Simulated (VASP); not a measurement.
Consider the following.

```yaml
crystal:
  lattice:
    - [4.01636, 0.00000, 0.00000]
    - [-2.00818, 3.47827, 0.00000]
    - [0.00000, 0.00000, 4.90975]
  atoms:
    - { symbol: Co, position: [0.66667, 0.33333, 0.25000] }
    - { symbol: Co, position: [0.33333, 0.66667, 0.75000] }
    - { symbol: Co, position: [0.00000, 0.00000, 0.50000] }
    - { symbol: Co, position: [0.00000, 0.00000, 0.00000] }
    - { symbol: Ge, position: [0.33333, 0.66667, 0.25000] }
    - { symbol: Ge, position: [0.66667, 0.33333, 0.75000] }
```

Calculation: r2SCAN meta-GGA, VASP's PBE PAW potentials (set 64) (plane waves; VASP). Run with 400 eV cut-off, 10×10×7 Γ-centred mesh, tetrahedra with Blöchl corrections, potentials Co Ge_d.

The cores are frozen, which limits the accuracy of field gradients. The run has a spin-polarised start.

Question: Give the principal components of the electric field gradient (V/Å²) and the asymmetry η at each nucleus.

Answer: 
```
atom    Vxx    Vyy   Vzz     η
----  -----  -----  ----  ----
Co1   -14.5  -14.5  28.9  0.00
Co2   -14.5  -14.5  28.9  0.00
Co3    -2.6   -2.6   5.2  0.00
Co4    -2.6   -2.6   5.2  0.00
Ge5   -29.3  -29.3  58.5  0.00
Ge6   -29.3  -29.3  58.5  0.00
```

The structure comes from a computed database's Co2Ge entry (P6_3/mmc); how it stands against other phases isn't given here. It was relaxed first.
